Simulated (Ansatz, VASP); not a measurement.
# Cross-check of S17Br15 between VASP and Ansatz

Aim: how closely do two programs agree when they are given the same cell, functional and k mesh? The structure shown is the end of the VASP relaxation below.

Program: Ansatz 0.2.0. Level of theory: plane waves, with VASP 6.6.1 beside it; single point at PBEsol. Results are calculated unless marked as measured.

## 1. The structure

The cell holds 32 atoms: 17 S and 15 Br. Its edges and angles: a = 13.795 Å, b = 8.226 Å, c = 8.226 Å, α = 105.8°, β = 90.0°, γ = 90.0°. It derives from SBr. Nearest the centre at fractional (0.666, 0.218, 0.277): S1 at 0.55 Å, S2 at 2.10 Å, Br26 at 3.22 Å, S3 at 3.42 Å, Br27 at 3.46 Å, S6 at 3.51 Å, S5 at 3.78 Å, S8 at 3.80 Å.

## 2. VASP: relaxation, PBEsol

This run makes the geometry at which the two programs are then compared.

Lines of VASP's logs that name or quote its potential files are left out, and so is its time.

INCAR reads:

```
SYSTEM = S17Br15
PREC = Normal
ENCUT = 300
EDIFF = 1E-05
NELM = 120
ISMEAR = 0
SIGMA = 0.05
LREAL = Auto
ALGO = Fast
GGA = PS
ISPIN = 2
MAGMOM = 0.6 0.6 0 0 0 0 0 0 0 0 0 0 0 0 0 0 0 0 0 0 0 0 0 0 0 0.6 0.6 0 0 0 0 0
LORBIT = 11
LWAVE = True
LCHARG = .TRUE.
NCORE = 8
IBRION = 1
NSW = 50
ISIF = 2
EDIFFG = -0.03
POTIM = 0.3
MAXMIX = 40
ISYM = 0
```

POSCAR reads:

```
S17Br15
1.0
   13.7953304268      0.0000000000      0.0000000000
    0.0000000000      6.5588455060      4.9647445428
    0.0000000000     -6.5588455060      4.9647445428
S Br
17 15
Direct
    0.6703984668      0.2864085817      0.3044129429
    0.5510140296      0.3214222693      0.4383047070
    0.5486968753      0.3494571948      0.9689696668
    0.5455167396      0.8461446282      0.4578816767
    0.5499125554      0.8485914527      0.9599288396
    0.4516124457      0.4544975953      0.3355004672
    0.4578264420      0.4616808233      0.8570455827
    0.4519752511      0.9533652537      0.3454316529
    0.4585410232      0.9620677116      0.8498094977
    0.9525674083      0.0949893728      0.2066052054
    0.9537441890      0.0972788220      0.7070266471
    0.9523785642      0.5939661524      0.2078370632
    0.9484249065      0.5897764321      0.7005442743
    0.0437699857      0.2091609033      0.0973236539
    0.0450152189      0.2083727012      0.5944693203
    0.0433574389      0.7051988575      0.0951507106
    0.0412481746      0.7025403957      0.5933178444
    0.6682348206      0.2186182698      0.7847278584
    0.6681367754      0.7251747739      0.2787439814
    0.6671916838      0.7121508073      0.7755240127
    0.3343222346      0.2760888838      0.2122805202
    0.3387199146      0.2815002751      0.7201751056
    0.3330817452      0.7700747489      0.2152818897
    0.3374903167      0.7834392951      0.7223903032
    0.8332078105      0.4593972558      0.0265906264
    0.8234319971      0.4538977081      0.5184689151
    0.8359496918      0.9582937770      0.0229371032
    0.8345132639      0.9630253552      0.5262870938
    0.1659944323      0.0277929751      0.4670706823
    0.1682582056      0.0330829832      0.9723299431
    0.1647500820      0.5275765663      0.4675124930
    0.1649086610      0.5266873477      0.9664288794
```

KPOINTS reads:

```
Automatic mesh
0
Gamma
1 2 2
0 0 0
```

Potentials, in the order of the species: S and Br (PBE family, release 64).

The run is started by

```
$ mpirun -np 8 vasp_std
```

Numbers of over 12 decimals in the logs are rounded to 6 here.

The log of the run:

```text
[banner, memory and clock lines left out]
running    8 mpi-ranks, on    1 nodes
[...]
|                                                                             |
|           W    W    AA    RRRRR   N    N  II  N    N   GGGG   !!!           |
|           W    W   A  A   R    R  NN   N  II  NN   N  G    G  !!!           |
|           W    W  A    A  R    R  N N  N  II  N N  N  G       !!!           |
|           W WW W  AAAAAA  RRRRR   N  N N  II  N  N N  G  GGG   !            |
|           WW  WW  A    A  R   R   N   NN  II  N   NN  G    G                |
|           W    W  A    A  R    R  N    N  II  N    N   GGGG   !!!           |
|                                                                             |
|     For optimal performance we recommend to set                             |
|       NCORE = 2 up to number-of-cores-per-socket                            |
|     NCORE specifies how many cores store one orbital (NPAR=cpu/NCORE).      |
|     This setting can greatly improve the performance of VASP for DFT.       |
[...]
N       E                     dE             d eps       ncg     rms          rms(c)
DAV:   1    -0.102085929309E+03   -0.21960E-03   -0.10405E-02  2294   0.218E-01    0.937E-02
RMM:   2    -0.102085977697E+03   -0.48388E-04   -0.61038E-04  2000   0.592E-02    0.275E-02
RMM:   3    -0.102085988446E+03   -0.10749E-04   -0.11561E-04  1942   0.265E-02    0.170E-02
RMM:   4    -0.102085988837E+03   -0.39053E-06   -0.17260E-05  1216   0.109E-02
   2 F= -.10208599E+03 E0= -.10208599E+03  d E =-.269837E-03  mag=     1.0001
 BRION: g(F)=  0.155E-03 g(S)=  0.000E+00 retain N=  1 mean eig= 1.77
 eig:   1.769
[...]
N       E                     dE             d eps       ncg     rms          rms(c)
DAV:   1    -0.102086164344E+03   -0.17590E-03   -0.14306E-02  2101   0.257E-01    0.764E-02
RMM:   2    -0.102086220482E+03   -0.56138E-04   -0.76303E-04  2000   0.664E-02    0.166E-02
RMM:   3    -0.102086234472E+03   -0.13990E-04   -0.13141E-04  1991   0.288E-02    0.130E-02
RMM:   4    -0.102086235995E+03   -0.15231E-05   -0.18195E-05  1209   0.112E-02
   3 F= -.10208624E+03 E0= -.10208624E+03  d E =-.247158E-03  mag=     0.9996
 BRION: g(F)=  0.941E-04 g(S)=  0.000E+00 retain N=  2 mean eig= 4.37
 eig:   2.375  6.363
 reached required accuracy - stopping structural energy minimisation
 writing wavefunctions
```

From OUTCAR (step 2):

```text
  Total       -1.5261154     -1.0462116     -1.6614043     -0.0438583      0.1944132     -0.5437573
  in kB       -2.7215201     -1.8657082     -2.9627806     -0.0782124      0.3466968     -0.9696819
  external PRESSURE =      -2.5166696 kB  Pullay stress =       0.0000000 kB

 POSITION                                       TOTAL-FORCE (eV/Angst)
 -----------------------------------------------------------------------------------
      9.24952     -0.11982      2.93350         0.010306     -0.018810      0.002936
      7.60086     -0.76693      3.76987        -0.008292      0.002825     -0.019095
      7.56865     -4.06353      6.54586        -0.003915     -0.002772     -0.000008
      7.52613      2.54705      6.47432         0.002838      0.006309      0.001529
      7.58591     -0.73033      8.97895        -0.004807     -0.000411      0.002432
      6.23015      0.78237      3.92476        -0.006267      0.009680      0.014831
      6.31685     -2.59297      6.54669         0.006383      0.002354     -0.004957
      6.23494      3.98741      6.44902        -0.004462     -0.001366      0.005359
      6.32568      0.73649      8.99553        -0.001444      0.001527     -0.000026
     13.14120     -0.73229      1.49715         0.003566     -0.002175     -0.001275
     13.15699     -3.99928      3.99309        -0.001316     -0.000241      0.000186
     13.13860      2.53247      3.98020         0.002314     -0.001457     -0.004257
     13.08521     -0.72718      6.40696         0.010875     -0.002917      0.004948
      0.60386      0.73348      1.52131         0.000198     -0.000830     -0.001602
[...]
-----------------------------------------------------------------------------------
    total drift:                               -0.032777      0.002848      0.022084

  FREE ENERGIE OF THE ION-ELECTRON SYSTEM (eV)
  ---------------------------------------------------
  free  energy   TOTEN  =      -102.0862359949 eV

  energy  without entropy=     -102.0862359947  energy(sigma->0) =     -102.08623599

 reached required accuracy - stopping structural energy minimisation

 magnetization (x)
# of ion       s       p       d       tot
------------------------------------------
    1        0.006   0.280   0.000   0.286
    2        0.003   0.130   0.000   0.134
    3        0.000   0.001   0.000   0.001
    4        0.000   0.003   0.000   0.003
    5        0.000   0.001   0.000   0.001
    6        0.003   0.019   0.000   0.023
    7        0.000   0.002   0.000   0.003
    8        0.002   0.000   0.000   0.002
    9        0.000   0.001   0.000   0.001
   10        0.000  -0.000   0.000  -0.000
   11        0.000   0.000   0.000   0.000
   12        0.001  -0.000   0.000   0.001
   13       -0.000   0.030   0.000   0.030
[...]
--------------------------------------------------
tot          0.024   0.597   0.003   0.625

[... 3 further parts left out ...]
[key lines of the parts left out:]
E-fermi :   1.5457
```

(Part 1 of 2 ends here.)

[Lines on the potential files, build, host, timing and source positions are cut from VASP's logs without a mark.]

[Logs are printed without paths, hosts, clocks, repeated set-up lines and the standing remarks that a program may print on its own settings, such as how far it seeks lower states.]

[Hosts, paths, dates, database ids (printed as entryN), source tags and the programs' standing remarks are cut or masked in the printed files.]
